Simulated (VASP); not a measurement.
Output of a VASP run:

File OSZICAR:
```
...
DAV:  20    -0.377132996667E+02   -0.54878E-06   -0.99474E-08   588   0.347E-03
   1 F= -.37713300E+02 E0= -.37713300E+02  d E =-.377133E+02
       N       E                     dE             d eps       ncg     rms          rms(c)
DAV:   1    -0.380138964247E+02   -0.30060E+00   -0.45027E+00  1080   0.424E+01    0.405E+00
DAV:   2    -0.377564877540E+02    0.25741E+00   -0.91162E-01  1050   0.220E+01    0.166E+00
DAV:   3    -0.377229190720E+02    0.33569E-01   -0.40566E-02  1130   0.244E+00    0.831E-01
DAV:   4    -0.377140328885E+02    0.88862E-02   -0.25658E-02   924   0.129E+00    0.369E-01
DAV:   5    -0.377011504448E+02    0.12882E-01   -0.27283E-02   924   0.155E+00    0.152E-01
DAV:   6    -0.377184366189E+02   -0.17286E-01   -0.12694E-02   924   0.127E+00    0.413E-02
DAV:   7    -0.377187612316E+02   -0.32461E-03   -0.11226E-03   984   0.507E-01    0.483E-02
DAV:   8    -0.377188414525E+02   -0.80221E-04   -0.45670E-05  1074   0.691E-02    0.322E-02
DAV:   9    -0.377188241329E+02    0.17320E-04   -0.23841E-05  1146   0.636E-02    0.729E-03
DAV:  10    -0.377188410174E+02   -0.16884E-04   -0.13849E-05   942   0.540E-02    0.354E-03
DAV:  11    -0.377188386657E+02    0.23518E-05   -0.24310E-06   816   0.172E-02    0.104E-03
DAV:  12    -0.377188411702E+02   -0.25045E-05   -0.24595E-07   534   0.608E-03    0.462E-04
DAV:  13    -0.377188406498E+02    0.52040E-06   -0.46345E-08   534   0.239E-03
   2 F= -.37718841E+02 E0= -.37718841E+02  d E =-.554098E-02
       N       E                     dE             d eps       ncg     rms          rms(c)
DAV:   1    -0.377582897207E+02   -0.39449E-01   -0.55799E-01  1086   0.143E+01    0.147E+00
DAV:   2    -0.377256453295E+02    0.32644E-01   -0.12999E-01  1050   0.966E+00    0.591E-01
DAV:   3    -0.377216120288E+02    0.40333E-02   -0.48044E-03   966   0.563E-01    0.285E-01
DAV:   4    -0.377206266071E+02    0.98542E-03   -0.26276E-03   924   0.425E-01    0.158E-01
DAV:   5    -0.377195802308E+02    0.10464E-02   -0.20897E-03   924   0.435E-01    0.614E-02
DAV:   6    -0.377206859092E+02   -0.11057E-02   -0.13057E-03   924   0.405E-01    0.161E-02
DAV:   7    -0.377207777846E+02   -0.91875E-04   -0.14673E-04   984   0.159E-01    0.169E-02
DAV:   8    -0.377207828942E+02   -0.51096E-05   -0.55258E-06  1000   0.291E-02    0.119E-02
DAV:   9    -0.377207791009E+02    0.37932E-05   -0.20369E-05   954   0.414E-02    0.116E-02
DAV:  10    -0.377207893535E+02   -0.10253E-04   -0.92811E-06   954   0.329E-02    0.188E-03
DAV:  11    -0.377207899737E+02   -0.62022E-06   -0.13596E-07   516   0.416E-03
   3 F= -.37720790E+02 E0= -.37720790E+02  d E =-.749031E-02
       N       E                     dE             d eps       ncg     rms          rms(c)
DAV:   1    -0.377216549143E+02   -0.86556E-03   -0.12263E-02  1086   0.215E+00    0.216E-01
DAV:   2    -0.377208337885E+02    0.82113E-03   -0.27438E-03  1050   0.133E+00    0.871E-02
DAV:   3    -0.377207520070E+02    0.81781E-04   -0.97380E-05   984   0.898E-02    0.426E-02
DAV:   4    -0.377207459866E+02    0.60204E-05   -0.60412E-05   924   0.637E-02    0.221E-02
DAV:   5    -0.377207300213E+02    0.15965E-04   -0.57350E-05   924   0.719E-02    0.861E-03
DAV:   6    -0.377207667842E+02   -0.36763E-04   -0.30754E-05   924   0.622E-02    0.227E-03
DAV:   7    -0.377207678825E+02   -0.10983E-05   -0.24357E-06   764   0.208E-02    0.236E-03
DAV:   8    -0.377207670897E+02    0.79280E-06   -0.31568E-07   486   0.795E-03
   4 F= -.37720767E+02 E0= -.37720767E+02  d E =-.746742E-02
```

### OUTCAR
```
------------------------ aborting loop because EDIFF is reached ----------------------------------------
  FORCE on cell =-STRESS in cart. coord.  units (eV):
  Direction    XX          YY          ZZ          XY          YZ          ZX
  --------------------------------------------------------------------------------------
  Total       -0.0279984     -0.0279984      0.0101036      0.0000000      0.0000000      0.0000000
  in kB       -0.5719337     -0.5719337      0.2063893      0.0000000      0.0000000      0.0000000
  external PRESSURE =      -0.3124927 kB  Pullay stress =       0.0000000 kB
  volume of cell :       78.43
      direct lattice vectors                 reciprocal lattice vectors
     1.904622263 -3.298902487 -0.000000000     0.262519246 -0.151565559  0.000000000
     1.904622263  3.298902487  0.000000000     0.262519246  0.151565559  0.000000000
     0.000000000  0.000000000  6.241519393    -0.000000000 -0.000000000  0.160217399
  FREE ENERGIE OF THE ION-ELECTRON SYSTEM (eV)
  ---------------------------------------------------
  free  energy   TOTEN  =       -37.7207670897 eV

  energy  without entropy=      -37.7207670897  energy(sigma->0) =      -37.72076709

 reached required accuracy - stopping structural energy minimisation
```
(Selected blocks of OUTCAR.)

POSCAR:
```
ZnS
1
    1.8920628452    -3.2771489377     0.0000000000
    1.8920628452     3.2771489377     0.0000000000
    0.0000000000     0.0000000000     6.1960444571
Zn S
2 2
Direct
  0.6666670000   0.3333330000   0.5001341469
  0.3333330000   0.6666670000   0.0001341469
  0.6666670000   0.3333330000   0.8748658531
  0.3333330000   0.6666670000   0.3748658531
```

Reconstruct the remaining input files.

This is not unique; one that fits is the input of the run itself, r2SCAN meta-GGA, plane waves, VASP's PBE PAW potentials (set 64).

KPOINTS:
```
Automatic
0
G
 6 6 4
```

### INCAR
```
ISMEAR=0
EDIFFG=-0.02   ! ionic stop
LMAXMIX=4
ISIF=3   ! ions, shape and volume
NSW=60
SYSTEM=ZnS
METAGGA=R2SCAN
LWAVE=F
LMIXTAU=T
EDIFF=1E-6   ! SCF stop (eV)
ENCUT=520   ! plane-wave cut-off (eV)
LASPH=T
SIGMA=0.05   ! width (eV)
ALGO=Normal
IBRION=2   ! conjugate gradients
LCHARG=F
NELM=100   ! most electronic steps
PREC=Accurate
LREAL=F
```

POTCAR, in this order: Zn S (PBE.64 set). Program: vasp_std.

Energy and stress use the plane-wave basis of the starting cell.

The compound is ZnS in the wurtzite structure, the high-temperature form. This run relaxes it. Symmetry was kept, so distortions that lower it aren't found. The start is the result of an earlier pass.
